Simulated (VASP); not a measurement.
Data:

```yaml
crystal:
  lattice:
    - [3.52831, 0.00000, 0.00000]
    - [0.00000, 4.98979, 0.00000]
    - [0.00000, 0.00000, 25.70550]
  atoms:
    - { symbol: Pb, position: [0.00000, 0.00000, 0.33985] }
    - { symbol: Pb, position: [0.50000, 0.50000, 0.39196] }
    - { symbol: Pb, position: [0.00000, 0.00000, 0.47095] }
    - { symbol: Pb, position: [0.50000, 0.50000, 0.52905] }
    - { symbol: Pb, position: [0.00000, 0.00000, 0.60804] }
    - { symbol: Pb, position: [0.50000, 0.50000, 0.66015] }
```

Level of theory: r2SCAN meta-GGA, VASP's PBE PAW potentials (set 64) (plane waves; VASP 6.6.1). Settings: PREC = Normal, 400 eV cut-off, 8×6×1 Γ-centred mesh, first-order Methfessel-Paxton smearing of 0.10 eV, potentials Pb_d.

Unless said otherwise, spin-orbit coupling is left out, though it shifts the bands of the heavy elements here.

Task: What does the run give for the energy per atom (σ→0), band gap (on the k-mesh) with the smallest direct gap where there is one?

Result: 
```yaml
band gap (on the k-mesh): none (metal, semimetal or under 0.01 eV)
energy per atom (σ→0): -56.148 eV/atom
```

Only differences to runs with the same potentials and settings are physical.

The cell is a thin slab with vacuum, built from Pb (fcc): (110) face.
